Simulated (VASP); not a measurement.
# Dynamics of Ba2H3NO6 at finite temperature, part 2 of 3

Wanted: temperature and structure of Ba2H3NO6 along a short trajectory. The start is a cell from a database of measured crystal structures.

VASP 6.6.1; PBE with D3(BJ); plane waves and PAW (Ba_sv, O, N, H).

So far. Step 2 (Relax the host): The run ended after 35 ionic steps, 3.049 eV below its first step, once forces and stress met EDIFFG = -0.03.

### Step 3. Molecular dynamics

System of this step: Ba2H3NO6. Symmetry: P-62m, No. 189, hexagonal system. Conventional cell: a = 6.986 Å, b = 6.986 Å, c = 3.816 Å, α = 90.00°, β = 90.00°, γ = 120.00°. Nearest to Ba lie 9 O at 2.80 to 3.00 Å and 6 H at 3.08 Å. Nearest to O lie 1 H at 0.98 Å and 4 Ba at 2.80 Å. O has 1 N at 1.27 Å and 4 H at 2.67 Å and 2 Ba at 3.00 Å nearest. N has 3 O at 1.27 Å nearest. Nearest to H lie 5 O at 0.98 to 2.67 Å and 2 N at 2.87 Å and 4 Ba at 3.08 Å. Farther neighbours and most contacts between anions are not listed.

Few k-points, a looser threshold and, at fixed cell, a modest cutoff make many steps affordable, at some cost in the accuracy of forces and more in that of pressure. The electronic smearing is set to the highest ionic temperature of the stage, and to no less than 300 K.

The input, INCAR:

```
SYSTEM = Ba2H3NO6
PREC = Normal
ENCUT = 340
EDIFF = 1E-04
NELM = 120
ISMEAR = -1
SIGMA = 0.0259
LREAL = Auto
ALGO = VeryFast
GGA = PE
IVDW = 12
NBANDS = 88
LWAVE = .FALSE.
LCHARG = .FALSE.
NCORE = 4
LASPH = .TRUE.
IBRION = 0
NSW = 350
POTIM = 0.5
TEBEG = 300
TEEND = 300
ISYM = 0
ISIF = 2
NELMIN = 4
MAXMIX = 40
NBLOCK = 1
RANDOM_SEED = 940076 0 0
NWRITE = 1
MDALGO = 2
SMASS = 1
```

The input, POSCAR:

```
Ba2H3NO6
1.0
    6.9861299790      0.0000000000      0.0000000000
   -3.4930649895      6.0501660359      0.0000000000
    0.0000000000      0.0000000000      7.6317529684
Ba O N H
4 12 2 6
Direct
    0.6666666667      0.3333333333      0.0000000000
    0.6666666667      0.3333333333      0.5000000000
    0.3333333333      0.6666666667      0.0000000000
    0.3333333333      0.6666666667      0.5000000000
    0.0000000000      0.4473519017      0.2500000000
    0.0000000000      0.4473519017      0.7500000000
    0.5526480983      0.5526480983      0.2500000000
    0.5526480983      0.5526480983      0.7500000000
    0.4473519017      0.0000000000      0.2500000000
    0.4473519017      0.0000000000      0.7500000000
    0.8184880612      0.0000000000      0.0000000000
    0.8184880612      0.0000000000      0.5000000000
    0.0000000000      0.8184880612      0.0000000000
    0.0000000000      0.8184880612      0.5000000000
    0.1815119388      0.1815119388      0.0000000000
    0.1815119388      0.1815119388      0.5000000000
    0.0000000000      0.0000000000      0.0000000000
    0.0000000000      0.0000000000      0.5000000000
    0.0000000000      0.3076924468      0.2500000000
    0.0000000000      0.3076924468      0.7500000000
    0.6923075532      0.6923075532      0.2500000000
    0.6923075532      0.6923075532      0.7500000000
    0.3076924468      0.0000000000      0.2500000000
    0.3076924468      0.0000000000      0.7500000000
```

The input, KPOINTS:

```
Automatic mesh
0
Gamma
1 1 1
0 0 0
```

Potentials, in the order of the species: Ba_sv, O, N and H (PBE family, release 64).

On the command line:

```console
$ mpirun -np 4 vasp_gam
```

Output:

```text
[banner, memory and clock lines left out]
running    4 mpi-ranks, on    1 nodes
 distrk:  each k-point on    4 cores,    1 groups
 distr:  one band on    4 cores,    1 groups

 POSCAR found type information on POSCAR BaO N H
 POSCAR found :  4 types and      24 ions
 LDA part: xc-table for (Slater+PW92), standard interpolation
 POSCAR, INCAR and KPOINTS ok, starting setup
 FFT: planning ... GRIDC
 FFT: planning ... GRID_SOFT
 FFT: planning ... GRID
 WAVECAR not read
 prediction of wavefunctions initialized - no I/O
 entering main loop
       N       E                     dE             d eps       ncg     rms          rms(c)
RMM:   1     0.201346935366E+04    0.20135E+04   -0.41905E+04    88   0.866E+02
RMM:   2     0.587158178779E+03   -0.14263E+04   -0.14859E+04    88   0.271E+02
RMM:   3     0.165984164240E+03   -0.42117E+03   -0.52753E+03    88   0.178E+02
RMM:   4    -0.428043199026E+02   -0.20879E+03   -0.18638E+03    88   0.116E+02
RMM:   5    -0.117451123393E+03   -0.74647E+02   -0.62356E+02    88   0.648E+01
RMM:   6    -0.143110517715E+03   -0.25659E+02   -0.21730E+02    88   0.378E+01
RMM:   7    -0.152526213537E+03   -0.94157E+01   -0.82026E+01    88   0.214E+01
RMM:   8    -0.156143554792E+03   -0.36173E+01   -0.33326E+01    88   0.132E+01
RMM:   9    -0.158686232951E+03   -0.25427E+01   -0.24816E+01   207   0.800E+00
RMM:  10    -0.159047169909E+03   -0.36094E+00   -0.35510E+00   256   0.305E+00
RMM:  11    -0.159077539271E+03   -0.30369E-01   -0.33448E-01   272   0.984E-01
RMM:  12    -0.159083083522E+03   -0.55443E-02   -0.56084E-02   272   0.392E-01    0.263E+01
RMM:  13    -0.142318180289E+03    0.16765E+02   -0.71098E+01   287   0.198E+01    0.124E+01
RMM:  14    -0.141478436729E+03    0.83974E+00   -0.15366E+00   193   0.362E+00    0.708E+00
RMM:  15    -0.141106373511E+03    0.37206E+00   -0.99119E-01   193   0.344E+00    0.850E-01
RMM:  16    -0.141104982987E+03    0.13905E-02   -0.17233E-01   182   0.993E-01    0.451E-01
RMM:  17    -0.141108237880E+03   -0.32549E-02   -0.49724E-02   194   0.522E-01    0.180E-01
RMM:  18    -0.141109332002E+03   -0.10941E-02   -0.18411E-02   191   0.277E-01    0.762E-02
RMM:  19    -0.141109849228E+03   -0.51723E-03   -0.47042E-03   187   0.119E-01    0.380E-02
RMM:  20    -0.141110035242E+03   -0.18601E-03   -0.17759E-03   139   0.571E-02    0.201E-02
RMM:  21    -0.141110091181E+03   -0.55939E-04   -0.61769E-04   121   0.308E-02
      1 T=   300. E= -.14289669E+03 F= -.14378745E+03 E0= -.14378745E+03  EK= 0.89076E+00 SP= 0.00E+00 SK= 0.00E+00
 bond charge predicted
       N       E                     dE             d eps       ncg     rms          rms(c)
RMM:   1    -0.141094266189E+03    0.15769E-01   -0.11009E+00   176   0.355E+00    0.260E-01
RMM:   2    -0.141097906936E+03   -0.36407E-02   -0.48737E-02   173   0.849E-01    0.154E-01
RMM:   3    -0.141098576186E+03   -0.66925E-03   -0.70763E-03   184   0.250E-01    0.906E-02
RMM:   4    -0.141098619812E+03   -0.43626E-04   -0.13005E-03   170   0.101E-01    0.371E-02
RMM:   5    -0.141098654721E+03   -0.34909E-04   -0.41762E-04   143   0.469E-02
      2 T=   296. E= -.14289550E+03 F= -.14377611E+03 E0= -.14377611E+03  EK= 0.88061E+00 SP= -.20E-06 SK= 0.50E-09
[... from here on, the cycles between the ionic steps are left out ...]
      6 T=   268. E= -.14289438E+03 F= -.14369129E+03 E0= -.14369129E+03  EK= 0.79697E+00 SP= -.60E-04 SK= 0.50E-05
     11 T=   256. E= -.14289546E+03 F= -.14365713E+03 E0= -.14365713E+03  EK= 0.76210E+00 SP= -.48E-03 SK= 0.56E-04
     16 T=   232. E= -.14289457E+03 F= -.14358239E+03 E0= -.14358239E+03  EK= 0.68907E+00 SP= -.15E-02 SK= 0.27E-03
     21 T=   231. E= -.14289525E+03 F= -.14357915E+03 E0= -.14357915E+03  EK= 0.68663E+00 SP= -.34E-02 SK= 0.67E-03
     26 T=   218. E= -.14289520E+03 F= -.14353894E+03 E0= -.14353894E+03  EK= 0.64852E+00 SP= -.62E-02 SK= 0.14E-02
     31 T=   197. E= -.14289497E+03 F= -.14347256E+03 E0= -.14347256E+03  EK= 0.58512E+00 SP= -.10E-01 SK= 0.25E-02
     36 T=   190. E= -.14289578E+03 F= -.14345077E+03 E0= -.14345077E+03  EK= 0.56578E+00 SP= -.15E-01 SK= 0.45E-02
     41 T=   172. E= -.14289469E+03 F= -.14339262E+03 E0= -.14339262E+03  EK= 0.51279E+00 SP= -.22E-01 SK= 0.71E-02
     46 T=   190. E= -.14289609E+03 F= -.14344087E+03 E0= -.14344087E+03  EK= 0.56458E+00 SP= -.30E-01 SK= 0.10E-01
     51 T=   179. E= -.14289482E+03 F= -.14340007E+03 E0= -.14340007E+03  EK= 0.53108E+00 SP= -.40E-01 SK= 0.14E-01
     56 T=   188. E= -.14289619E+03 F= -.14342086E+03 E0= -.14342086E+03  EK= 0.55754E+00 SP= -.51E-01 SK= 0.18E-01
     61 T=   161. E= -.14289515E+03 F= -.14333361E+03 E0= -.14333361E+03  EK= 0.47866E+00 SP= -.64E-01 SK= 0.24E-01
     66 T=   152. E= -.14289602E+03 F= -.14330126E+03 E0= -.14330126E+03  EK= 0.45331E+00 SP= -.79E-01 SK= 0.31E-01
     71 T=   137. E= -.14289577E+03 F= -.14324859E+03 E0= -.14324859E+03  EK= 0.40854E+00 SP= -.95E-01 SK= 0.40E-01
     76 T=   127. E= -.14289557E+03 F= -.14320890E+03 E0= -.14320890E+03  EK= 0.37762E+00 SP= -.11E+00 SK= 0.50E-01
     81 T=   132. E= -.14289613E+03 F= -.14321442E+03 E0= -.14321442E+03  EK= 0.39122E+00 SP= -.13E+00 SK= 0.62E-01
     86 T=   130. E= -.14289527E+03 F= -.14319872E+03 E0= -.14319872E+03  EK= 0.38675E+00 SP= -.16E+00 SK= 0.75E-01
     91 T=   163. E= -.14289671E+03 F= -.14328619E+03 E0= -.14328619E+03  EK= 0.48499E+00 SP= -.18E+00 SK= 0.88E-01
     96 T=   166. E= -.14289550E+03 F= -.14327951E+03 E0= -.14327951E+03  EK= 0.49453E+00 SP= -.21E+00 SK= 0.10E+00
    101 T=   191. E= -.14289693E+03 F= -.14333745E+03 E0= -.14333745E+03  EK= 0.56845E+00 SP= -.24E+00 SK= 0.11E+00
    106 T=   182. E= -.14289576E+03 F= -.14329145E+03 E0= -.14329145E+03  EK= 0.54222E+00 SP= -.27E+00 SK= 0.12E+00
    111 T=   196. E= -.14289653E+03 F= -.14331134E+03 E0= -.14331134E+03  EK= 0.58192E+00 SP= -.30E+00 SK= 0.13E+00
    116 T=   204. E= -.14289613E+03 F= -.14331385E+03 E0= -.14331385E+03  EK= 0.60631E+00 SP= -.33E+00 SK= 0.15E+00
    121 T=   223. E= -.14289644E+03 F= -.14334553E+03 E0= -.14334553E+03  EK= 0.66294E+00 SP= -.37E+00 SK= 0.16E+00
    126 T=   241. E= -.14289718E+03 F= -.14337320E+03 E0= -.14337320E+03  EK= 0.71679E+00 SP= -.40E+00 SK= 0.16E+00
    131 T=   228. E= -.14289634E+03 F= -.14330385E+03 E0= -.14330385E+03  EK= 0.67729E+00 SP= -.44E+00 SK= 0.17E+00
    136 T=   231. E= -.14289746E+03 F= -.14328685E+03 E0= -.14328685E+03  EK= 0.68723E+00 SP= -.48E+00 SK= 0.18E+00
    141 T=   216. E= -.14289602E+03 F= -.14321268E+03 E0= -.14321268E+03  EK= 0.64294E+00 SP= -.52E+00 SK= 0.19E+00
    146 T=   252. E= -.14289774E+03 F= -.14328884E+03 E0= -.14328884E+03  EK= 0.74799E+00 SP= -.56E+00 SK= 0.20E+00
    151 T=   258. E= -.14289679E+03 F= -.14327390E+03 E0= -.14327390E+03  EK= 0.76765E+00 SP= -.60E+00 SK= 0.20E+00
    156 T=   273. E= -.14289820E+03 F= -.14328363E+03 E0= -.14328363E+03  EK= 0.81258E+00 SP= -.64E+00 SK= 0.21E+00
    161 T=   252. E= -.14289748E+03 F= -.14318348E+03 E0= -.14318348E+03  EK= 0.74805E+00 SP= -.68E+00 SK= 0.21E+00
    166 T=   232. E= -.14289755E+03 F= -.14309229E+03 E0= -.14309229E+03  EK= 0.69108E+00 SP= -.72E+00 SK= 0.22E+00
    171 T=   223. E= -.14289789E+03 F= -.14303330E+03 E0= -.14303330E+03  EK= 0.66279E+00 SP= -.76E+00 SK= 0.23E+00
    176 T=   206. E= -.14289722E+03 F= -.14295107E+03 E0= -.14295107E+03  EK= 0.61317E+00 SP= -.80E+00 SK= 0.24E+00
    181 T=   219. E= -.14289887E+03 F= -.14295921E+03 E0= -.14295921E+03  EK= 0.65046E+00 SP= -.85E+00 SK= 0.26E+00
    186 T=   194. E= -.14289726E+03 F= -.14285355E+03 E0= -.14285355E+03  EK= 0.57822E+00 SP= -.89E+00 SK= 0.27E+00
    191 T=   212. E= -.14289929E+03 F= -.14287650E+03 E0= -.14287650E+03  EK= 0.63077E+00 SP= -.94E+00 SK= 0.29E+00
    196 T=   188. E= -.14289739E+03 F= -.14277006E+03 E0= -.14277006E+03  EK= 0.55791E+00 SP= -.99E+00 SK= 0.30E+00
    201 T=   205. E= -.14289930E+03 F= -.14279074E+03 E0= -.14279074E+03  EK= 0.61012E+00 SP= -.10E+01 SK= 0.32E+00
    206 T=   188. E= -.14289803E+03 F= -.14270742E+03 E0= -.14270742E+03  EK= 0.56021E+00 SP= -.11E+01 SK= 0.34E+00
    211 T=   203. E= -.14289923E+03 F= -.14271721E+03 E0= -.14271721E+03  EK= 0.60430E+00 SP= -.11E+01 SK= 0.35E+00
    216 T=   221. E= -.14289940E+03 F= -.14273325E+03 E0= -.14273325E+03  EK= 0.65596E+00 SP= -.12E+01 SK= 0.37E+00
    221 T=   224. E= -.14289879E+03 F= -.14270156E+03 E0= -.14270156E+03  EK= 0.66735E+00 SP= -.12E+01 SK= 0.38E+00
    226 T=   242. E= -.14290006E+03 F= -.14271439E+03 E0= -.14271439E+03  EK= 0.72064E+00 SP= -.13E+01 SK= 0.40E+00
    231 T=   222. E= -.14289811E+03 F= -.14260614E+03 E0= -.14260614E+03  EK= 0.65926E+00 SP= -.14E+01 SK= 0.41E+00
    236 T=   269. E= -.14290084E+03 F= -.14270240E+03 E0= -.14270240E+03  EK= 0.79852E+00 SP= -.14E+01 SK= 0.42E+00
    241 T=   280. E= -.14289822E+03 F= -.14268171E+03 E0= -.14268171E+03  EK= 0.83277E+00 SP= -.15E+01 SK= 0.42E+00
    246 T=   377. E= -.14290134E+03 F= -.14290950E+03 E0= -.14290950E+03  EK= 0.11209E+01 SP= -.15E+01 SK= 0.42E+00
    251 T=   413. E= -.14289899E+03 F= -.14294039E+03 E0= -.14294039E+03  EK= 0.12282E+01 SP= -.16E+01 SK= 0.40E+00
    256 T=   473. E= -.14290137E+03 F= -.14303518E+03 E0= -.14303518E+03  EK= 0.14049E+01 SP= -.16E+01 SK= 0.37E+00
    261 T=   456. E= -.14290008E+03 F= -.14290336E+03 E0= -.14290336E+03  EK= 0.13551E+01 SP= -.17E+01 SK= 0.34E+00
    266 T=   446. E= -.14290079E+03 F= -.14279692E+03 E0= -.14279692E+03  EK= 0.13268E+01 SP= -.17E+01 SK= 0.32E+00
    271 T=   470. E= -.14290140E+03 F= -.14279698E+03 E0= -.14279698E+03  EK= 0.13981E+01 SP= -.18E+01 SK= 0.29E+00
    276 T=   496. E= -.14290019E+03 F= -.14279554E+03 E0= -.14279554E+03  EK= 0.14754E+01 SP= -.18E+01 SK= 0.26E+00
    281 T=   556. E= -.14290242E+03 F= -.14290008E+03 E0= -.14290008E+03  EK= 0.16540E+01 SP= -.19E+01 SK= 0.23E+00
    286 T=   540. E= -.14290012E+03 F= -.14277134E+03 E0= -.14277134E+03  EK= 0.16040E+01 SP= -.19E+01 SK= 0.20E+00
    291 T=   567. E= -.14290381E+03 F= -.14278798E+03 E0= -.14278798E+03  EK= 0.16862E+01 SP= -.20E+01 SK= 0.16E+00
    296 T=   503. E= -.14290025E+03 F= -.14253263E+03 E0= -.14253263E+03  EK= 0.14956E+01 SP= -.20E+01 SK= 0.14E+00
    301 T=   527. E= -.14290381E+03 F= -.14255439E+03 E0= -.14255439E+03  EK= 0.15682E+01 SP= -.20E+01 SK= 0.11E+00
    306 T=   480. E= -.14290070E+03 F= -.14236207E+03 E0= -.14236207E+03  EK= 0.14266E+01 SP= -.21E+01 SK= 0.96E-01
    311 T=   490. E= -.14290350E+03 F= -.14235268E+03 E0= -.14235268E+03  EK= 0.14579E+01 SP= -.21E+01 SK= 0.78E-01
    316 T=   440. E= -.14290214E+03 F= -.14216562E+03 E0= -.14216562E+03  EK= 0.13082E+01 SP= -.21E+01 SK= 0.66E-01
    321 T=   405. E= -.14290335E+03 F= -.14202951E+03 E0= -.14202951E+03  EK= 0.12027E+01 SP= -.21E+01 SK= 0.56E-01
    326 T=   364. E= -.14290355E+03 F= -.14188546E+03 E0= -.14188546E+03  EK= 0.10836E+01 SP= -.22E+01 SK= 0.51E-01
    331 T=   323. E= -.14290191E+03 F= -.14173656E+03 E0= -.14173656E+03  EK= 0.95973E+00 SP= -.22E+01 SK= 0.48E-01
    336 T=   352. E= -.14290392E+03 F= -.14180568E+03 E0= -.14180568E+03  EK= 0.10476E+01 SP= -.22E+01 SK= 0.46E-01
    341 T=   367. E= -.14290233E+03 F= -.14182342E+03 E0= -.14182342E+03  EK= 0.10897E+01 SP= -.22E+01 SK= 0.42E-01
    346 T=   440. E= -.14290564E+03 F= -.14202104E+03 E0= -.14202104E+03  EK= 0.13074E+01 SP= -.22E+01 SK= 0.36E-01
    349 T=   433. E= -.14290364E+03 F= -.14198344E+03 E0= -.14198344E+03  EK= 0.12862E+01 SP= -.22E+01 SK= 0.31E-01
Information: wavefunction orthogonal band   77  0.8962
Information: wavefunction orthogonal band   79  0.8770
Information: wavefunction orthogonal band   85  0.8736
Information: wavefunction orthogonal band   86  0.8982
 bond charge predicted
 prediction of wavefunctions
       N       E                     dE             d eps       ncg     rms          rms(c)
RMM:   1    -0.139275505844E+03    0.27356E-01   -0.27668E-02   193   0.314E-01    0.295E-02
RMM:   2    -0.139275949650E+03   -0.44381E-03   -0.46428E-03   209   0.150E-01    0.131E-02
RMM:   3    -0.139276011714E+03   -0.62064E-04   -0.88231E-04   167   0.541E-02    0.104E-02
RMM:   4    -0.139276012045E+03   -0.33145E-06   -0.10034E-04   111   0.227E-02
    350 T=   425. E= -.14290281E+03 F= -.14195663E+03 E0= -.14195663E+03  EK= 0.12646E+01 SP= -.22E+01 SK= 0.30E-01
Information: wavefunction orthogonal band   79  0.8909
Information: wavefunction orthogonal band   80  0.8987
Information: wavefunction orthogonal band   81  0.8893
 bond charge predicted
 prediction of wavefunctions
 wavefunctions rotated
```

Run time: 6.9 min. Hardware: 4 MPI ranks of Intel Xeon 6975P-C (Granite Rapids), shared host; peak memory 0.66 GiB; 26 min of CPU time.

From OUTCAR (step 3):

```text
 Found      1 irreducible k-points:

   k-points           NKPTS =      1   k-points in BZ     NKDIM =      1   number of bands    NBANDS=     88

   dimension x,y,z NGX =    32 NGY =   32 NGZ =   36
   dimension x,y,z NGXF=    64 NGYF=   64 NGZF=   72

   ENCUT  =  340.0 eV  24.99 Ry    5.00 a.u.  10.50 10.50 11.47*2*pi/ulx,y,z

   NELECT =     128.0000    total number of electrons

 Edisp (eV)   -2.68057

 E-fermi :   1.0372

 k-point     1 :       0.0000    0.0000    0.0000
  band No.  band energies     occupation
    ...
     60      -0.1604      2.00000
     61      -0.0121      2.00000
     62       0.1651      2.00000
     63       0.3140      2.00000
     64       0.3691      2.00000
     65       2.7300      0.00000
     66       2.9079      0.00000
     67       4.5465      0.00000
     68       5.2127      0.00000
     69       6.1072      0.00000
    ...

 Edisp (eV)   -2.68061

  Total     -30.95581   -32.42504   -28.79016    -0.28389    -0.11765    -0.55853
  in kB    -153.75334  -161.05078  -142.99684    -1.41005    -0.58436    -2.77417
  external pressure =     -152.60 kB  Pullay stress =        0.00 kB

  energy-cutoff  :      340.00
  volume of cell :      322.57
      direct lattice vectors                 reciprocal lattice vectors
     6.986129979  0.000000000  0.000000000     0.143140766  0.082642360  0.000000000
    -3.493064990  6.050166036  0.000000000     0.000000000  0.165284720  0.000000000
     0.000000000  0.000000000  7.631752968     0.000000000  0.000000000  0.131031495

 POSITION                                       TOTAL-FORCE (eV/Angst)
 -----------------------------------------------------------------------------------
      3.34310      1.99390      7.57561        -0.211518     -0.466188      0.394385
      3.72943      2.06718      3.92417        -1.286771     -0.635978     -0.674116
     -0.14176      4.06173      7.55479         0.499308      0.825628      0.624899
      0.15931      3.83632      3.84668        -0.525126      1.485879      0.353370
      5.00432      2.93271      1.68321         0.091883      0.778080      0.188407
     -1.72867      3.03451      5.69574         0.607914     -0.668396      0.622894
      1.64004      3.30998      1.99499         2.210131      1.429138     -0.688269
      2.09469      3.42420      5.84799         0.006888      1.416262     -0.391201
     -0.47007      5.96876      1.78584         0.291965      0.131174      0.010827
      2.85213      0.09925      5.61334        -0.621332     -0.612175     -0.072952
      5.84736      0.17246      6.96068         0.962776      0.201032      0.596135
      2.30015      5.94742      3.68192         0.948545      0.038201      0.194156
      3.78772      5.17256      0.69543        -0.367070     -0.328160     -0.320840
     -2.68349      4.98602      4.03401        -1.021844      1.003996     -0.218837
      0.78589      1.16942      0.04531        -2.070577     -0.989518     -0.416026
      0.63154      1.14208      3.83560         0.106979     -0.015528      0.054649
     -0.03404      0.12743      0.01732         0.596579      1.499455      0.020635
     -3.39571      6.04951      3.86305        -0.751850     -1.016513     -0.443047
      5.58282      2.19872      1.84700         0.957784     -1.395741      0.048440
     -1.20800      2.25787      6.00052        -0.197669     -0.335018     -0.221375
      2.27565      4.12153      2.02412        -1.284975     -1.517914     -0.267622
      2.52561      4.32980      5.90044        -0.599626     -1.062650     -0.116829
      2.05737      0.03583      1.69361         0.123788     -0.174517      0.217578
     -1.56843      5.88778      5.31252         1.532923      0.415740      0.469311
 -----------------------------------------------------------------------------------
    total drift:                               -0.000897      0.006289     -0.035426

  FREE ENERGIE OF THE ION-ELECTRON SYSTEM (eV)
  ---------------------------------------------------
  free  energy   TOTEN  =      -141.9566256653 eV

  energy  without entropy=     -141.9566256653  energy(sigma->0) =     -141.95662567

[... 3 further parts left out ...]
```

(Continued in part 3 of 3.)

[Lines on the potential files, build, host, timing and source positions are cut from VASP's logs without a mark.]

[Logs are printed without paths, hosts, clocks, repeated set-up lines and the standing remarks that a program may print on its own settings, such as how far it seeks lower states.]

[Hosts, paths, dates, database ids (printed as entryN), source tags and the programs' standing remarks are cut or masked in the printed files.]

[Runs that stopped without an error message from VASP are left out.]
